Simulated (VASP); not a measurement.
```
CELL_PARAMETERS angstrom
      4.38730     0.00000     0.00000
     -2.19365     3.79952     0.00000
      0.00000     0.00000     4.93349
ATOMIC_POSITIONS crystal
  Ti 0.33333 0.66667 0.93753
  Ti 0.66667 0.33333 0.43753
  Si 0.33333 0.66667 0.43747
  Si 0.66667 0.33333 0.93747
```

Calculation: r2SCAN meta-GGA, VASP's PBE PAW potentials (set 64) (plane waves; VASP). Run with 400 eV cut-off, 9×9×7 Γ-centred mesh, tetrahedra with Blöchl corrections, potentials Ti_sv Si.

The cores are frozen, which limits the accuracy of field gradients.

Give the principal components of the electric field gradient (V/Å²) and the asymmetry η at each nucleus.

| atom | Vxx | Vyy | Vzz | η |
|---|---|---|---|---|
| Ti1 | 31.7 | 31.7 | -63.4 | 0.00 |
| Ti2 | 31.7 | 31.7 | -63.4 | 0.00 |
| Si3 | 7.6 | 7.6 | -15.2 | 0.00 |
| Si4 | 7.6 | 7.6 | -15.2 | 0.00 |

The structure was generated: TiSi was put into the wurtzite type (P6_3mc), which need not be its known phase. It was relaxed first, which changed the volume by -33 %. The relaxed cell has space group P6_3/mmc.
